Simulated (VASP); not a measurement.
```yaml
crystal:
  lattice:
    - [3.45911, 0.00000, 0.00000]
    - [0.00000, 3.45911, 0.00000]
    - [0.00000, 0.00000, 3.45911]
  atoms:
    - { symbol: Si, position: [0.00000, 0.00000, 0.00000] }
    - { symbol: Ni, position: [0.00000, 0.50000, 0.50000] }
    - { symbol: Ni, position: [0.50000, 0.00000, 0.50000] }
    - { symbol: Ni, position: [0.50000, 0.50000, 0.00000] }
```

These are PBEsol GGA, VASP's PBE PAW potentials (set 64) (plane waves; VASP) values and carry that method's errors. Numerical set-up: 400 eV cut-off, 10×10×10 Γ-centred mesh, tetrahedra with Blöchl corrections, potentials Si Ni.

Q: Predict the energy per atom (σ→0), band gap (on the k-mesh) with the smallest direct gap where there is one.

A: 
```json
{
 "band gap (on the k-mesh)": "none (metal, semimetal or under 0.01 eV)",
 "energy per atom (σ→0)": "-6574 meV/atom"
}
```

Only differences to runs with the same potentials and settings are physical.

The compound is Ni3Si in the L1_2 structure. It was relaxed first. The run is not spin-polarised, so no magnetic state was tried.
